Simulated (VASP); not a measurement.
Energy against volume of CoSi$_{2}$ (fluorite). Computed with revTPSS meta-GGA, VASP's PBE PAW potentials (set 64) (plane waves; VASP). Numerical set-up: 520 eV cut-off, 10×10×10 Γ-centred mesh, first-order Methfessel-Paxton smearing of 0.10 eV, potentials Co Si.

| V (Å³/atom) | E (eV/atom) |
|---|---|
| 11.692 | -6.31415 |
| 12.065 | -6.33818 |
| 12.439 | -6.34571 |
| 12.812 | -6.33922 |

### Question
Fit these four points and predict the energy of the run at 13.185 Å³/atom.

### Answer
A cubic in V^(−2/3), the third-order Birch-Murnaghan form, passes through the four points with V0 = 12.44 Å³/atom and B0 = 200 GPa, and gives -6.3209 eV/atom there. The run gave -6.3209 eV/atom, -0.0 meV/atom from the fit; all five points give B0 = 200 GPa.

The compound is CoSi2 in the fluorite structure. It was relaxed first. The run is not spin-polarised, so no magnetic state was tried.
